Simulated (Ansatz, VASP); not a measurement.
# Ta2Au3 in VASP and in Ansatz

```xyz
5
Lattice="4.9542 0.0000 0.0000 0.0000 4.9542 0.0000 0.0000 0.0000 4.9542" Properties=species:S:1:pos:R:3 pbc="T T T"
Ta    2.4771    2.4771    2.4771
Ta    0.0000    0.0000    0.0000
Au    0.0000    2.4771    2.4771
Au    2.4771    0.0000    2.4771
Au    2.4771    2.4771    0.0000
```

Alike in both runs: functional PBE; k mesh 8 × 8 × 8; occupations gaussian, width 0.1 eV; no spin polarisation.

Ansatz relaxed the structure, and its values are those at the end. VASP's run is a single point on that final structure, the one shown.

|  | VASP | Ansatz |
| --- | --- | --- |
| version | VASP 6.6.1 | Ansatz 0.2.0 |
| potentials or method | VASP PAW PBE potentials, release 64 (Ta_pv, Au) | scalar-relativistic, plane waves, PAW |
| plane-wave cutoff (eV) | 520 | 420 |
| valence electrons in the cell | 55 | 83 |

|  | VASP | Ansatz | Ansatz less VASP |
| --- | --- | --- | --- |
| gap on the k mesh at the Fermi level (eV) | none | none | - |
| pressure (GPa) | 0.1 | 0.0 | -0.06 |

A gap of «none» marks a metal or a gap that the smearing closes. The two sets of potentials don't hold the same shells in valence.

Spin-orbit coupling is left out, which matters for the levels of Au, Ta.
